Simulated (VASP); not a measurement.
Consider the following.

```
NiO
1.0
    4.16727     2.08213     2.08213
    2.08213     4.16727     2.08213
    2.08213     2.08213     4.16727
Ni O
2 2
Direct
  0.00000   0.00000   0.00000
  0.50000   0.50000   0.50000
  0.25000   0.25000   0.25000
  0.75000   0.75000   0.75000
```
Starting moments (μB, in the order of the record's atoms Ni Ni O O): 1.3 -1.3 0.0 0.0.

Computed with PBE GGA with D3 dispersion (Becke-Johnson damping), VASP's PBE PAW potentials (set 64) (plane waves; VASP 6.6.1). Run with 520 eV cut-off, Gaussian smearing of 0.050 eV, potentials Ni O.

Task: Give the spin-up energies of bands 6 to 19 at the high-symmetry points, in eV from the valence-band maximum.

Result: 
```json
[
 {"band": "6", "Γ": "-2.29", "T": "-4.45", "H2": "-5.44", "L": "-4.89", "S0": "-5.33", "F": "-4.92"},
 {"band": "7", "Γ": "-2.29", "T": "-3.70", "H2": "-4.70", "L": "-4.71", "S0": "-4.78", "F": "-3.61"},
 {"band": "8", "Γ": "-2.27", "T": "-3.70", "H2": "-4.55", "L": "-4.12", "S0": "-4.56", "F": "-3.60"},
 {"band": "9", "Γ": "-1.84", "T": "-1.72", "H2": "-1.41", "L": "-1.90", "S0": "-1.40", "F": "-2.65"},
 {"band": "10", "Γ": "-1.84", "T": "-1.72", "H2": "-1.31", "L": "-1.25", "S0": "-1.25", "F": "-1.39"},
 {"band": "11", "Γ": "-1.75", "T": "-1.31", "H2": "-1.18", "L": "-1.07", "S0": "-1.21", "F": "-1.14"},
 {"band": "12", "Γ": "-1.51", "T": "-0.79", "H2": "-0.84", "L": "-0.89", "S0": "-0.85", "F": "-0.91"},
 {"band": "13", "Γ": "-1.51", "T": "-0.79", "H2": "-0.52", "L": "-0.46", "S0": "-0.55", "F": "-0.78"},
 {"band": "14", "Γ": "-0.58", "T": "-0.64", "H2": "-0.40", "L": "-0.28", "S0": "-0.43", "F": "-0.39"},
 {"band": "15", "Γ": "-0.58", "T": "-0.06", "H2": "-0.23", "L": "-0.26", "S0": "-0.24", "F": "-0.24"},
 {"band": "16", "Γ": "-0.30", "T": "-0.06", "H2": "-0.14", "L": "-0.10", "S0": "-0.15", "F": "-0.12"},
 {"band": "17", "Γ": "2.09", "T": "1.55", "H2": "1.58", "L": "1.53", "S0": "1.60", "F": "2.14"},
 {"band": "18", "Γ": "2.09", "T": "1.55", "H2": "1.66", "L": "1.56", "S0": "1.66", "F": "2.22"},
 {"band": "19", "Γ": "2.28", "T": "4.94", "H2": "9.14", "L": "8.17", "S0": "9.28", "F": "6.25"}
]
```

Task: Give the spin-down energies of bands 6 to 19 at the high-symmetry points, in eV from the valence-band maximum.

Result: 
| band | Γ | T | H2 | L | S0 | F |
|---|---|---|---|---|---|---|
| 6 | -2.29 | -4.45 | -5.44 | -4.89 | -5.33 | -4.92 |
| 7 | -2.29 | -3.70 | -4.70 | -4.71 | -4.78 | -3.61 |
| 8 | -2.27 | -3.70 | -4.55 | -4.12 | -4.56 | -3.60 |
| 9 | -1.84 | -1.72 | -1.41 | -1.90 | -1.40 | -2.65 |
| 10 | -1.84 | -1.72 | -1.31 | -1.25 | -1.25 | -1.39 |
| 11 | -1.75 | -1.31 | -1.18 | -1.07 | -1.21 | -1.14 |
| 12 | -1.51 | -0.79 | -0.84 | -0.89 | -0.85 | -0.91 |
| 13 | -1.51 | -0.79 | -0.52 | -0.46 | -0.55 | -0.78 |
| 14 | -0.58 | -0.64 | -0.40 | -0.28 | -0.43 | -0.39 |
| 15 | -0.58 | -0.06 | -0.23 | -0.26 | -0.24 | -0.24 |
| 16 | -0.30 | -0.06 | -0.14 | -0.10 | -0.15 | -0.12 |
| 17 | 2.09 | 1.55 | 1.58 | 1.53 | 1.60 | 2.14 |
| 18 | 2.09 | 1.55 | 1.66 | 1.56 | 1.66 | 2.22 |
| 19 | 2.28 | 4.94 | 9.14 | 8.17 | 9.28 | 6.25 |

The gap is indirect, 1.21 eV, from the valence maximum at F-Γ at 0.55 to the conduction minimum at Γ-S0 at 0.73.

The compound is NiO in the rock salt, AFM-II order structure. It was relaxed first.
